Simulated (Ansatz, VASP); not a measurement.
# Ge (Germanium) in two plane-wave programs, part 2 of 2

Aim: how closely do two programs agree when they are given the same cell, functional and k mesh? The structure shown comes from an earlier run, which isn't shown and may have moved the atoms alone.

VASP 6.6.1 and Ansatz 0.2.0.

So far: Starting point; Ansatz: elastic constants, LDA.

## 3. VASP: elastic constants, LDA

Level of this step: LDA; plane waves and PAW (Ge_d) (VASP).

The same cell, functional (in two slightly different forms), mesh and smearing now go to VASP, with its own data sets.

Lines of VASP's logs that name or quote its potential files are left out, and so is its time.

Contents of INCAR:

```
SYSTEM = Ge
PREC = Accurate
ENCUT = 500
EDIFF = 1E-08
NELM = 120
ISMEAR = -1
SIGMA = 0.15
LREAL = .FALSE.
ALGO = Normal
GGA = CA
NBANDS = 20
LORBIT = 11
LWAVE = .FALSE.
LCHARG = .FALSE.
ISIF = 3
IBRION = 6
NFREE = 2
POTIM = 0.015
NSW = 1
LASPH = .TRUE.
GGA_COMPAT = .FALSE.
KPAR = 2
```

Contents of POSCAR:

```
Ge
1.0
    0.0000000000      2.8117507834      2.8117507834
    2.8117507834      0.0000000000      2.8117507834
    2.8117507834      2.8117507834      0.0000000000
Ge
2
Direct
    0.0000000000      0.0000000000      0.0000000000
    0.2500000000      0.2500000000      0.2500000000
```

Contents of KPOINTS:

```
Automatic mesh
0
Gamma
16 16 16
0 0 0
```

Potentials, in the order of the species: Ge_d (LDA family, release 64).

Command:

```sh
> mpirun -np 2 vasp_std
```

Numbers of over 12 decimals in the logs are rounded to 6 here.

Output:

```text
[banner, memory and clock lines left out]
running    2 mpi-ranks, on    1 nodes
 distrk:  each k-point on    1 cores,    2 groups
 distr:  one band on    1 cores,    1 groups

 POSCAR found type information on POSCAR Ge
 POSCAR found :  1 types and       2 ions
 LDA part: xc-table for (Slater(with rela. corr.)+CA(PZ))
 , standard interpolation
 POSCAR, INCAR and KPOINTS ok, starting setup
 FFT: planning ... GRIDC
 FFT: planning ... GRID_SOFT
 FFT: planning ... GRID
 WAVECAR not read
 entering main loop
       N       E                     dE             d eps       ncg     rms          rms(c)
DAV:   1     0.175623045280E+03    0.17562E+03   -0.14600E+04  6280   0.370E+03
DAV:   2     0.137116577114E+02   -0.16191E+03   -0.15795E+03  5824   0.576E+02
DAV:   3    -0.982639658558E+01   -0.23538E+02   -0.23378E+02  6472   0.141E+02
DAV:   4    -0.105632894459E+02   -0.73689E+00   -0.73631E+00  6576   0.292E+01
DAV:   5    -0.105754390102E+02   -0.12150E-01   -0.12149E-01  6520   0.402E+00    0.335E+00
DAV:   6    -0.104542710231E+02    0.12117E+00   -0.38487E-02  6456   0.167E+00    0.192E+00
DAV:   7    -0.103936593085E+02    0.60612E-01   -0.78494E-02  6064   0.210E+00    0.140E-01
DAV:   8    -0.103943526455E+02   -0.69334E-03   -0.57326E-03  6568   0.890E-01    0.435E-02
DAV:   9    -0.103943750128E+02   -0.22367E-04   -0.10347E-04  7480   0.127E-01    0.143E-02
DAV:  10    -0.103943718949E+02    0.31179E-05   -0.10415E-05  8156   0.434E-02    0.415E-03
DAV:  11    -0.103943715809E+02    0.31404E-06   -0.11880E-06  6252   0.853E-03    0.158E-03
DAV:  12    -0.103943715922E+02   -0.11366E-07   -0.48124E-08  7208   0.323E-03    0.350E-04
DAV:  13    -0.103943715926E+02   -0.32742E-09   -0.32432E-09  3996   0.695E-04
   1 F= -.10394372E+02 E0= -.10390741E+02  d E =-.726104E-02
[... from here on, the cycles between the ionic steps are left out ...]
   2 F= -.10390868E+02 E0= -.10386992E+02  d E =-.775070E-02
   3 F= -.10390246E+02 E0= -.10386696E+02  d E =-.709959E-02
   8 F= -.10391693E+02 E0= -.10388028E+02  d E =-.732972E-02
   9 F= -.10391693E+02 E0= -.10388028E+02  d E =-.732970E-02
  10 F= -.10391693E+02 E0= -.10388028E+02  d E =-.732971E-02
  11 F= -.10391693E+02 E0= -.10388028E+02  d E =-.732970E-02
  12 F= -.10391693E+02 E0= -.10388028E+02  d E =-.732969E-02
  13 F= -.10391693E+02 E0= -.10388028E+02  d E =-.732970E-02
  14 F= -.10393106E+02 E0= -.10389452E+02  d E =-.730884E-02
 Finite differences progress:
  Degree of freedom:   7/  7
  Displacement:        1/  2
  Total:              13/ 14
 bond charge predicted
       N       E                     dE             d eps       ncg     rms          rms(c)
DAV:   1    -0.103905444640E+02    0.25620E-02   -0.23196E+00 28560   0.119E+01    0.109E-01
DAV:   2    -0.103931405227E+02   -0.25961E-02   -0.27644E-02 27376   0.165E+00    0.646E-02
DAV:   3    -0.103931086037E+02    0.31919E-04   -0.68090E-04 35452   0.285E-01    0.134E-02
DAV:   4    -0.103931069109E+02    0.16929E-05   -0.33216E-05 28816   0.606E-02    0.412E-03
DAV:   5    -0.103931064732E+02    0.43765E-06   -0.26457E-06 32844   0.208E-02    0.977E-04
DAV:   6    -0.103931064607E+02    0.12535E-07   -0.27271E-07 27496   0.583E-03    0.323E-04
DAV:   7    -0.103931064550E+02    0.56607E-08   -0.24682E-08 23456   0.162E-03
  15 F= -.10393106E+02 E0= -.10389452E+02  d E =-.730887E-02
 Finite differences progress:
  Degree of freedom:   7/  7
  Displacement:        2/  2
  Total:              14/ 14
```

Parts of OUTCAR (step 3):

```text
ion  position               nearest neighbor table
   1  0.000  0.000  0.000-   2 2.44   2 2.44   2 2.44   2 2.44
   2  0.250  0.250  0.250-   1 2.44   1 2.44   1 2.44   1 2.44

  LATTYP: Found a face centered cubic cell.
 ALAT       =     5.6235015668

 Subroutine GETGRP returns: Found 48 space group operations
 (whereof 24 operations were pure point group operations)

The static configuration has the point symmetry T_d .
 The point group associated with its full space group is O_h .

 Found    145 irreducible k-points:

   k-points           NKPTS =    145   k-points in BZ     NKDIM =    145   number of bands    NBANDS=     20

   dimension x,y,z NGX =    30 NGY =   30 NGZ =   30
   dimension x,y,z NGXF=    60 NGYF=   60 NGZF=   60

   ENCUT  =  500.0 eV  36.75 Ry    6.06 a.u.   7.25  7.25  7.25*2*pi/ulx,y,z

   NELECT =      28.0000    total number of electrons

 k-points in reciprocal lattice and weights: Automatic mesh
   0.00000000  0.00000000  0.00000000       0.000
   0.06250000  0.00000000  0.00000000       0.002
   0.12500000  0.00000000  0.00000000       0.002
   0.18750000  0.00000000  0.00000000       0.002
   0.25000000  0.00000000  0.00000000       0.002
   0.31250000  0.00000000  0.00000000       0.002
   0.37500000  0.00000000  0.00000000       0.002
   0.43750000  0.00000000  0.00000000       0.002
   0.50000000  0.00000000  0.00000000       0.001
[...]
-0.31250000  0.50000000  0.18750000       0.003
  -0.25000000  0.50000000  0.25000000       0.001

 average (electrostatic) potential at core
       1 -75.2507       2 -75.2507

 E-fermi :   4.9824

 k-point     1 :       0.0000    0.0000    0.0000
  band No.  band energies     occupation
    ...
     11      -8.0428      2.00000
     12       4.8296      1.46962
     13       4.9010      1.26498
     14       4.9238      1.19294
     15       4.9712      1.03749
     16       7.3819      0.00000
     17       7.4360      0.00000
     18       7.4916      0.00000
     19      11.1549      0.00000
     20      14.5019      0.00000

 k-point     2 :       0.0625    0.0000    0.0000
  band No.  band energies     occupation
    ...
     10     -19.7881      2.00000
     11      -7.9944      2.00000
     12       3.7816      1.99933
     13       4.7327      1.68172
     14       4.8238      1.48448
     15       5.7357      0.01310
     16       7.5417      0.00000
     17       7.6217      0.00000
     18       7.6301      0.00000
     19      11.4302      0.00000
    ...

 k-point     3 :       0.1250    0.0000    0.0000
  band No.  band energies     occupation
    ...
     10     -19.7815      2.00000
     11      -7.8501      2.00000
     12       2.5399      2.00000
     13       4.4981      1.92383
     14       4.5821      1.87032
     15       5.9018      0.00435
     16       7.8655      0.00000
     17       7.9389      0.00000
     18       8.3802      0.00000
     19      12.1198      0.00000
    ...

  Total        0.0134226      0.0154149      0.0154149      0.0000000     -0.1328523      0.0000000
  in kB        0.4837127      0.5555078      0.5555078      0.0000000     -4.7876151      0.0000000
  external PRESSURE =       0.5315761 kB  Pullay stress =       0.0000000 kB

  energy-cutoff  :      500.00
  volume of cell :       44.46
      direct lattice vectors                 reciprocal lattice vectors
     0.000000000  2.811750783  2.811750783    -0.177825148  0.177825148  0.177825148
     2.811750783  0.000000000  2.811750783     0.177825148 -0.177825148  0.177825148
     2.811750783  2.811750783  0.000000000     0.177825148  0.177825148 -0.177825148

 POSITION                                       TOTAL-FORCE (eV/Angst)
 -----------------------------------------------------------------------------------
     -0.01500      0.00000      0.00000         0.167831      0.000000      0.000000
      1.40588      1.40588      1.40588        -0.167831     -0.000000     -0.000000
 -----------------------------------------------------------------------------------
    total drift:                                0.002063      0.000000      0.000000

  FREE ENERGIE OF THE ION-ELECTRON SYSTEM (eV)
  ---------------------------------------------------
  free  energy   TOTEN  =       -10.3931064550 eV

  energy  without entropy=      -10.3857975861  energy(sigma->0) =      -10.38945202

  SYMMETRIZED ELASTIC MODULI (kBar)
 Direction    XX          YY          ZZ          XY          YZ          ZX
 --------------------------------------------------------------------------------
 XX        1220.2040    488.3650    488.3650     -0.0000      0.0000     -0.0000
 YY         488.3650   1220.2040    488.3650     -0.0000     -0.0000      0.0000
 ZZ         488.3650    488.3650   1220.2040      0.0000     -0.0000      0.0000
 XY          -0.0000     -0.0000      0.0000    861.3733      0.0000      0.0000
 YZ           0.0000     -0.0000     -0.0000      0.0000    861.3733      0.0000
 ZX          -0.0000      0.0000      0.0000      0.0000      0.0000    861.3733
 --------------------------------------------------------------------------------

 Eigenvectors and eigenvalues of the dynamical matrix
 ----------------------------------------------------

   1 f  =    8.677961 THz    54.525234 2PiTHz  289.465606 cm-1    35.889145 meV
             X         Y         Z           dx          dy          dz
      0.000000  0.000000  0.000000     0.000000   -0.707107    0.000000
      1.405875  1.405875  1.405875     0.000000    0.707107    0.000000

   2 f  =    8.677961 THz    54.525234 2PiTHz  289.465606 cm-1    35.889145 meV
             X         Y         Z           dx          dy          dz
      0.000000  0.000000  0.000000    -0.707107    0.000000    0.000000
      1.405875  1.405875  1.405875     0.707107    0.000000    0.000000

   3 f  =    8.677961 THz    54.525234 2PiTHz  289.465606 cm-1    35.889145 meV
             X         Y         Z           dx          dy          dz
      0.000000  0.000000  0.000000     0.000000    0.000000   -0.707107
      1.405875  1.405875  1.405875     0.000000    0.000000    0.707107

   4 f  =    0.000000 THz     0.000000 2PiTHz    0.000000 cm-1     0.000000 meV
             X         Y         Z           dx          dy          dz
      0.000000  0.000000  0.000000     0.707107    0.000000    0.000000
      1.405875  1.405875  1.405875     0.707107    0.000000    0.000000

   5 f  =    0.000000 THz     0.000000 2PiTHz    0.000000 cm-1     0.000000 meV
             X         Y         Z           dx          dy          dz
      0.000000  0.000000  0.000000     0.000000    0.707107    0.000000
      1.405875  1.405875  1.405875     0.000000    0.707107    0.000000

   6 f  =    0.000000 THz     0.000000 2PiTHz    0.000000 cm-1     0.000000 meV
             X         Y         Z           dx          dy          dz
      0.000000  0.000000  0.000000     0.000000    0.000000    0.707107
      1.405875  1.405875  1.405875     0.000000    0.000000    0.707107

 ELASTIC MODULI CONTR FROM IONIC RELAXATION (kBar)
 Direction    XX          YY          ZZ          XY          YZ          ZX
 --------------------------------------------------------------------------------
 XX          -0.0000     -0.0000     -0.0000      0.0000      0.0000     -0.0000
 YY          -0.0000     -0.0000     -0.0000      0.0000      0.0000      0.0000
 ZZ          -0.0000     -0.0000     -0.0000      0.0000      0.0000     -0.0000
 XY           0.0000      0.0000      0.0000   -252.6558      0.0000      0.0000
 YZ           0.0000      0.0000      0.0000      0.0000   -252.6558      0.0000
 ZX          -0.0000      0.0000     -0.0000      0.0000      0.0000   -252.6558
 --------------------------------------------------------------------------------

 TOTAL ELASTIC MODULI (kBar)
 Direction    XX          YY          ZZ          XY          YZ          ZX
 --------------------------------------------------------------------------------
 XX        1220.2040    488.3650    488.3650      0.0000      0.0000     -0.0000
 YY         488.3650   1220.2040    488.3650      0.0000      0.0000      0.0000
 ZZ         488.3650    488.3650   1220.2040      0.0000      0.0000     -0.0000
 XY           0.0000      0.0000      0.0000    608.7175      0.0000      0.0000
 YZ           0.0000      0.0000      0.0000      0.0000    608.7175      0.0000
 ZX          -0.0000      0.0000     -0.0000      0.0000      0.0000    608.7175
 --------------------------------------------------------------------------------

 total charge
# of ion       s       p       d       tot
------------------------------------------
    1        1.141   1.281  10.026  12.448
    2        1.141   1.281  10.026  12.448
--------------------------------------------------
tot          2.281   2.562  20.052  24.896

[... 3 further parts left out ...]
```

CONTCAR:

```
Ge
   1.00000000000000
     0.0000000000000000    2.8117507834000000    2.8117507834000000
     2.8117507834000000    0.0000000000000000    2.8117507834000000
     2.8117507834000000    2.8117507834000000    0.0000000000000000
  Ge
     2
Direct
     0.0026673772242826   -0.0026673772242826   -0.0026673772242826
     0.2500000000000000    0.2500000000000000    0.2500000000000000
```

Levels, forces or a CONTCAR printed for this step are those of its last displaced cell, not of the structure at rest.

## 4. Comparison

Known differences besides the potentials themselves: the two LDA forms differ slightly; the cutoff is 420 eV in Ansatz and 500 eV in VASP; VASP's log shows a relativistic correction to its local exchange, Ansatz's none; VASP takes each elastic constant from one size of strain, Ansatz from those that its log lists. Total energies have different zeros and are not compared.

The two programs side by side:

| quantity | Ansatz | VASP | difference |
| --- | --- | --- | --- |
| C11 (GPa) | 118.9 | 122.0 | -2.53 % |
| C22 (GPa) | 118.9 | 122.0 | -2.53 % |
| C33 (GPa) | 118.9 | 122.0 | -2.53 % |
| C12 (GPa) | 47.1 | 48.8 | -3.56 % |
| C13 (GPa) | 47.1 | 48.8 | -3.56 % |
| C23 (GPa) | 47.1 | 48.8 | -3.56 % |
| C44 (GPa) | 59.6 | 60.9 | -2.06 % |
| C55 (GPa) | 59.6 | 60.9 | -2.06 % |
| C66 (GPa) | 59.6 | 60.9 | -2.06 % |

## 5. Results

| Quantity | Value |
| --- | --- |
| difference in C12 (elastic constants, LDA) | -3.6 % |

The difference in C12 is -3.6 % (elastic constants, LDA), within the 5 % picked in this series as the mark of a large difference. Such differences can come from data sets, numerical settings and the points named under the comparisons, not from the functional's error against experiment.

[Lines on the potential files, build, host, timing and source positions are cut from VASP's logs without a mark.]

[Logs are printed without paths, hosts, clocks, repeated set-up lines and the standing remarks that a program may print on its own settings, such as how far it seeks lower states.]

[Hosts, paths, dates, database ids (printed as entryN), source tags and the programs' standing remarks are cut or masked in the printed files.]
